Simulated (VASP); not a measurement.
Computed with r2SCAN meta-GGA, VASP's PBE PAW potentials (set 64) (plane waves; VASP).

A VASP calculation is set up with these files.

File KPOINTS:
```
Regular mesh
0
G
9 9 3
```

**INCAR**
```
! general
SYSTEM   =  C
PREC     =  Accurate
ENCUT    =  520   ! plane-wave cut-off (eV)
LREAL    =  .FALSE.   ! projection in real space or not
LASPH    =  .TRUE.

! electronic loop
EDIFF    =  1E-6
NELM     =  100
ALGO     =  Normal   ! blocked Davidson
LMIXTAU  =  .TRUE.

! smearing
ISMEAR   =  0   ! Gaussian
SIGMA    =  0.05   ! width (eV)

! functional
METAGGA  =  R2SCAN

! ions
IBRION   =  2   ! conjugate gradients
NSW      =  60   ! most ionic steps
ISIF     =  3   ! ions, shape and volume
EDIFFG   =  -0.02

! output
LWAVE    =  .FALSE.
LCHARG   =  .FALSE.
```

**POSCAR**
```
C
1
    1.2285186436    -2.1278562174     0.0000000000
    1.2285186436     2.1278562174     0.0000000000
    0.0000000000     0.0000000000     6.9503366258
C
4
Direct
  1.0000000000   1.0000000000   0.2500000000
  1.0000000000   0.0000000000   0.7500000000
  0.3333330000   0.6666670000   0.2500000000
  0.6666670000   0.3333330000   0.7500000000
```

POTCAR, in this order: C (PBE.64 set). Program: vasp_std.

Question: Predict the energy per atom (σ→0), volume per atom, band gap (on the k-mesh).

Answer: 
energy per atom (σ→0): -9.933 eV/atom
band gap (on the k-mesh): none (metal, semimetal or under 0.01 eV)
volume per atom: 9.09 Å^3/atom

**OSZICAR**
```
...
DAV:   1    -0.397308732385E+02   -0.35047E-03   -0.47258E-03   640   0.741E-01    0.459E-02
DAV:   2    -0.397307332256E+02    0.14001E-03   -0.11596E-04   648   0.116E-01    0.358E-02
DAV:   3    -0.397306681640E+02    0.65062E-04   -0.24406E-04   600   0.174E-01    0.303E-03
DAV:   4    -0.397309008509E+02   -0.23269E-03   -0.57450E-05   592   0.837E-02    0.282E-03
DAV:   5    -0.397309073320E+02   -0.64811E-05   -0.65380E-06   672   0.308E-02    0.613E-04
DAV:   6    -0.397309098061E+02   -0.24740E-05   -0.13370E-06   464   0.144E-02    0.102E-03
DAV:   7    -0.397309091765E+02    0.62955E-06   -0.26799E-07   428   0.570E-03
   3 F= -.39730909E+02 E0= -.39730231E+02  d E =-.690195E-04
```

The compound is C in the graphite structure. This run relaxes it. Symmetry was kept, so distortions that lower it aren't found. The k-mesh is coarse (spacing up to 0.33 per Å, 2π included), so the numbers may not be converged in it. The start is the result of an earlier pass.
